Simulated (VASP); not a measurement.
Consider the following.

```yaml
crystal:
  lattice:
    - [3.34119, 0.00000, 0.00000]
    - [-1.67059, 2.89355, 0.00000]
    - [0.00000, 0.00000, 5.56977]
  atoms:
    - { symbol: Sb, position: [0.33333, 0.66667, 0.25000] }
    - { symbol: Sb, position: [0.66667, 0.33333, 0.75000] }
```

The numbers are results of r2SCAN meta-GGA, VASP's PBE PAW potentials (set 64) (plane waves; VASP 6.6.1), not measurements. Numerical set-up: 400 eV cut-off, 14×14×8 Γ-centred mesh, tetrahedra with Blöchl corrections, potentials Sb.

Unless said otherwise, spin-orbit coupling is left out, though it shifts the bands of the heavy elements here.

Q: What does the run give for the energy per atom (σ→0), band gap (over mesh and band path) with the smallest direct gap where there is one?

A: 
```json
{
  "band gap (over mesh and band path)": "none (metal, semimetal or under 0.01 eV)",
  "energy per atom (σ→0)": "-25.276 eV/atom"
}
```

Total energies compare only between runs with the same potentials, cut-off and functional.

The structure comes from a computed database's Sb entry (P6_3/mmc); how it stands against other phases isn't given here. It was relaxed first.
